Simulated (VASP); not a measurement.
These are PBEsol GGA, VASP's PBE PAW potentials (set 64) (plane waves; VASP) values and carry that method's errors.

A VASP calculation is set up with these files.

### INCAR
```
ALGO  =  Normal
EDIFF  =  1E-6
EDIFFG  =  -0.02
ENCUT  =  500
GGA  =  PS
IBRION  =  2
ISIF  =  3
ISMEAR  =  1
LASPH  =  T
LCHARG  =  F
LMAXMIX  =  4
LREAL  =  F
LWAVE  =  F
NELM  =  100
NSW  =  40
PREC  =  Accurate
PSTRESS  =  200
SIGMA  =  0.1
SYSTEM  =  Cu
```

### POSCAR
```
Cu
1
    0.0000000000     1.7529238250     1.7529238250
    1.7529238250     0.0000000000     1.7529238250
    1.7529238250     1.7529238250     0.0000000000
Cu
1
Direct
  0.0000000000   0.0000000000   0.0000000000
```

KPOINTS:
```
Automatic
0
Gamma
18 18 18
0 0 0
```

POTCAR, in this order: Cu (PBE.64 set). Program: vasp_std.

The resulting files:

### OSZICAR
```
       N       E                     dE             d eps       ncg     rms          rms(c)
DAV:   1     0.329999333279E+02    0.33000E+02   -0.56179E+03  3663   0.205E+03
DAV:   2    -0.502207975589E+01   -0.38022E+02   -0.36269E+02  3529   0.194E+02
DAV:   3    -0.540098111797E+01   -0.37890E+00   -0.37823E+00  4205   0.277E+01
DAV:   4    -0.540355048787E+01   -0.25694E-02   -0.25691E-02  4188   0.206E+00
DAV:   5    -0.540357908408E+01   -0.28596E-04   -0.28596E-04  4092   0.178E-01    0.845E+00
DAV:   6    -0.467104525390E+01    0.73253E+00   -0.18648E+01  3685   0.103E+02    0.377E+00
DAV:   7    -0.430681073413E+01    0.36423E+00   -0.26404E+00  3753   0.383E+01    0.657E-01
DAV:   8    -0.429121328922E+01    0.15597E-01   -0.56657E-03  4704   0.113E+00    0.270E-01
DAV:   9    -0.428986543896E+01    0.13479E-02   -0.77411E-03  3967   0.189E+00    0.221E-02
DAV:  10    -0.428987433171E+01   -0.88928E-05   -0.30742E-05  4830   0.115E-01    0.531E-03
DAV:  11    -0.428987510164E+01   -0.76993E-06   -0.38226E-07  2382   0.115E-02
   1 F= -.29451344E+01 E0= -.29451490E+01  d E =-.294513E+01
       N       E                     dE             d eps       ncg     rms          rms(c)
DAV:   1    -0.639415351978E+01   -0.21043E+01   -0.41079E+01  3708   0.155E+02    0.126E+01
DAV:   2    -0.477688331006E+01    0.16173E+01   -0.30875E+01  3656   0.138E+02    0.421E+00
DAV:   3    -0.420168868274E+01    0.57519E+00   -0.37561E+00  3639   0.470E+01    0.158E+00
DAV:   4    -0.415085761260E+01    0.50831E-01   -0.43732E-02  4136   0.320E+00    0.159E-01
DAV:   5    -0.414949741101E+01    0.13602E-02   -0.93139E-03  3949   0.239E+00    0.710E-02
DAV:   6    -0.414943595038E+01    0.61461E-04   -0.28911E-04  4311   0.377E-01    0.233E-03
DAV:   7    -0.414943520480E+01    0.74557E-06   -0.67235E-07  2453   0.113E-02
   2 F= -.29315337E+01 E0= -.29316050E+01  d E =0.136007E-01
       N       E                     dE             d eps       ncg     rms          rms(c)
DAV:   1    -0.494027529705E+01   -0.79084E+00   -0.14635E+01  3667   0.107E+02    0.655E+00
DAV:   2    -0.439171290462E+01    0.54856E+00   -0.76528E+00  3674   0.649E+01    0.183E+00
DAV:   3    -0.427082247389E+01    0.12089E+00   -0.93952E-01  3687   0.239E+01    0.103E+00
DAV:   4    -0.424968165997E+01    0.21141E-01   -0.50203E-02  5201   0.382E+00    0.174E-01
DAV:   5    -0.424921928666E+01    0.46237E-03   -0.31443E-03  3907   0.135E+00    0.341E-02
DAV:   6    -0.424921016597E+01    0.91207E-05   -0.25505E-05  4973   0.845E-02    0.889E-03
DAV:   7    -0.424921008313E+01    0.82842E-07   -0.56793E-06  2776   0.551E-02
   3 F= -.29597442E+01 E0= -.29598000E+01  d E =-.146098E-01
```

File OUTCAR:
```
------------------------ aborting loop because EDIFF is reached ----------------------------------------
  FORCE on cell =-STRESS in cart. coord.  units (eV):
  Direction    XX          YY          ZZ          XY          YZ          ZX
  --------------------------------------------------------------------------------------
  Total        1.2804987      1.2804987      1.2804987      0.0000000      0.0000000      0.0000000
  in kB      198.6091567    198.6091567    198.6091567      0.0000000      0.0000000      0.0000000
  external PRESSURE =      -1.3908433 kB  Pullay stress =     200.0000000 kB
  volume of cell :       10.33
      direct lattice vectors                 reciprocal lattice vectors
    -0.000000000  1.728569389  1.728569389    -0.289256540  0.289256540  0.289256540
     1.728569389  0.000000000  1.728569389     0.289256540 -0.289256540  0.289256540
     1.728569389  1.728569389  0.000000000     0.289256540  0.289256540 -0.289256540
 POSITION                                       TOTAL-FORCE (eV/Angst)
 -----------------------------------------------------------------------------------
      0.00000      0.00000      0.00000         0.000000      0.000000     -0.000000
 -----------------------------------------------------------------------------------
    total drift:                               -0.000000      0.000000      0.000000
  FREE ENERGIE OF THE ION-ELECTRON SYSTEM (eV)
  ---------------------------------------------------
  free  energy   TOTEN  =        -4.2492100831 eV

  energy  without entropy=       -4.2493774269  energy(sigma->0) =       -4.24926586
  enthalpy is  TOTEN    =        -2.9597441811 eV   P V=        1.2894659021

 reached required accuracy - stopping structural energy minimisation
```
(Selected blocks of OUTCAR.)

CONTCAR:
```
Cu
   1.00000000000000
    -0.0000000000000000    1.7285693887814331    1.7285693887814331
     1.7285693887814331    0.0000000000000000    1.7285693887814331
     1.7285693887814331    1.7285693887814331    0.0000000000000000
  Cu
     1
Direct
     0.0000000000000000    0.0000000000000000    0.0000000000000000
```

File OUTCAR:
```
 val. band max:        9.0845873946   @ k =  -0.4444   0.1111   0.0556

 cond. band min:       9.1743166273   @ k =   0.5000   0.3333   0.1667


 Fermi energy:         9.1285697482

 k-point     1 :       0.0000    0.0000    0.0000
  band No.  band energies     occupation
      1      -1.2846      2.00000
      2       5.7060      2.00000
      3       5.7060      2.00000
      4       5.7060      2.00000
      5       6.7299      2.00000
      6       6.7299      2.00000
      7      32.8188      0.00000
      8      36.5034      0.00000
      9      36.5034      0.00000

 k-point     2 :       0.0556    0.0000    0.0000
  band No.  band energies     occupation
      1      -1.1606      2.00000
      2       5.6755      2.00000
      3       5.7322      2.00000
      4       5.7322      2.00000
      5       6.7189      2.00000
      6       6.7189      2.00000
      7      32.3304      0.00000
      8      34.8962      0.00000
      9      36.1397      0.00000

 k-point     3 :       0.1111    0.0000    0.0000
  band No.  band energies     occupation
      1      -0.7932      2.00000
      2       5.5926      2.00000
      3       5.8003      2.00000
      4       5.8003      2.00000
      5       6.6962      2.00000
      6       6.6962      2.00000
      7      30.1618      0.00000
      8      33.8868      0.00000
      9      35.4657      0.00000

 k-point     4 :       0.1667    0.0000    0.0000
  band No.  band energies     occupation
      1      -0.1988      2.00000
      2       5.4829      2.00000
      3       5.8756      2.00000
      4       5.8756      2.00000
      5       6.6945      2.00000
      6       6.6945      2.00000
      7      27.2056      0.00000
      8      33.5156      0.00000
      9      34.8214      0.00000

 k-point     5 :       0.2222    0.0000    0.0000
  band No.  band energies     occupation
      1       0.5872      2.00000
      2       5.3924      2.00000
      3       5.9070      2.00000
...
```

Energy and stress use the plane-wave basis of the starting cell.

The compound is Cu in the fcc structure. This run relaxes it under an external pressure of 20 GPa. Symmetry was kept, so distortions that lower it aren't found.
